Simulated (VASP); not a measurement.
Input for VASP

**INCAR**
```
! general
SYSTEM  = GaN
PREC    = Accurate
ENCUT   = 600
LREAL   = .FALSE.
LASPH   = .TRUE.

! electronic loop
EDIFF   = 1E-7
NELM    = 100
ALGO    = Normal
LMAXMIX = 4

! smearing
ISMEAR  = 0
SIGMA   = 0.05

! functional
GGA     = PS

! ions
ISIF    = 2

! output
LWAVE   = .FALSE.
LCHARG  = .FALSE.
```

### POSCAR
```
GaN
3.1824440
  0.4999999825  -0.8660253615   0.0000000000
  0.4999999825   0.8660253615   0.0000000000
  0.0000000000   0.0000000000   1.6277120389
Ga N
2 2
Cartesian
  0.4999999825  -0.2886756979   0.8139103863
  0.4999999825   0.2886756979   0.0000543669
  0.4999999825  -0.2886756979   1.4274490912
  0.4999999825   0.2886756979   0.6135930718
```

File KPOINTS:
```
Automatic mesh
0
Gamma
8 8 4
0 0 0
```

POTCAR, in this order: Ga_d N (PBE.64 set). Program: vasp_std.

**Question.** Translate this PBEsol calculation to Ansatz.

**Answer.** One equivalent input (not run):
Ansatz 0.2 input:
```yaml
crystal:
  lattice:
    - [1.5912219, -2.7560772, 0.0000000]
    - [1.5912219, 2.7560772, 0.0000000]
    - [0.0000000, 0.0000000, 5.1801024]
  atoms:
    - { symbol: Ga, position: [0.6666670, 0.3333330, 0.5000334] }
    - { symbol: Ga, position: [0.3333330, 0.6666670, 0.0000334] }
    - { symbol: N, position: [0.6666670, 0.3333330, 0.8769666] }
    - { symbol: N, position: [0.3333330, 0.6666670, 0.3769666] }
kpoints:
  mp_grid: { grid: [8, 8, 4] }
hamiltonian:
  xc: pbesol
  pseudopotentials: { kind: paw }
scf:
  occupations: { method: gaussian, width: 0.05 }
  max_iter: 100
output: { forces: true, stress: true, eigenvalues: true }
```
The two are equivalent in intent, not identical: each code has its own PAW files, so the cut-off isn't converted (ENCUT is set for VASP's; basis.ecutwfc is left out, and Ansatz then takes the one that its files recommend); Ansatz stops its SCF on the density residual and VASP on the energy change (EDIFF).

The compound is GaN in the wurtzite structure. It was relaxed first.
